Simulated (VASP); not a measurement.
An input for Quantum ESPRESSO's pw.x (written as the equivalent of a VASP run, and not itself run):

```
&CONTROL
  calculation = 'scf'
  pseudo_dir = './pseudo'
  outdir = './out'
  tprnfor = .true.
  tstress = .true.
/
&SYSTEM
  ibrav = 0
  nat = 2
  ntyp = 2
  ecutwfc = 102
  occupations = 'smearing'
  smearing = 'gaussian'
  degauss = 0.003675
  input_dft = 'pbe'
/
&ELECTRONS
  conv_thr = 7.3e-08
  electron_maxstep = 100
/
ATOMIC_SPECIES
  Cd 112.414 Cd.upf
  Se 78.971 Se.upf
CELL_PARAMETERS angstrom
     0.0000000    3.0250000    3.0250000
     3.0250000    0.0000000    3.0250000
     3.0250000    3.0250000    0.0000000
ATOMIC_POSITIONS crystal
  Cd   0.0000000  0.0000000  0.0000000
  Se   0.2500000  0.2500000  0.2500000
K_POINTS automatic
  6 6 6 0 0 0
```

Q: Translate this input to VASP (INCAR, KPOINTS, POSCAR, choice of POTCAR).

A: This is not unique; one that fits is 
INCAR:
```
ALGO = Normal
EDIFF = 1E-6
ENCUT = 400
GGA = PE
ISIF = 2
ISMEAR = 0
LASPH = .True.
LCHARG = .False.
LMAXMIX = 4
LREAL = .False.
LWAVE = .False.
NELM = 100
PREC = Accurate
SIGMA = 0.05
SYSTEM = CdSe
```

**POSCAR**
```
CdSe
1
    0.0000000000     3.0250000000     3.0250000000
    3.0250000000     0.0000000000     3.0250000000
    3.0250000000     3.0250000000     0.0000000000
Cd Se
1 1
Direct
  0.0000000000   0.0000000000   0.0000000000
  0.2500000000   0.2500000000   0.2500000000
```

**KPOINTS**
```
Automatic mesh
0
Gamma
6 6 6
0 0 0
```

POTCAR, in this order: Cd Se (PBE.64 set). Program: vasp_std.

What does not carry over: the potentials are each code's own (VASP's PAW set, PseudoDojo norm-conserving files in pw.x), so ENCUT and ecutwfc are chosen apart and not converted; conv_thr bounds pw.x's estimated SCF error, while EDIFF bounds the energy change between steps.

The compound is CdSe in the zinc blende structure, whereas wurtzite is the usual form. The cell was not relaxed at this level.
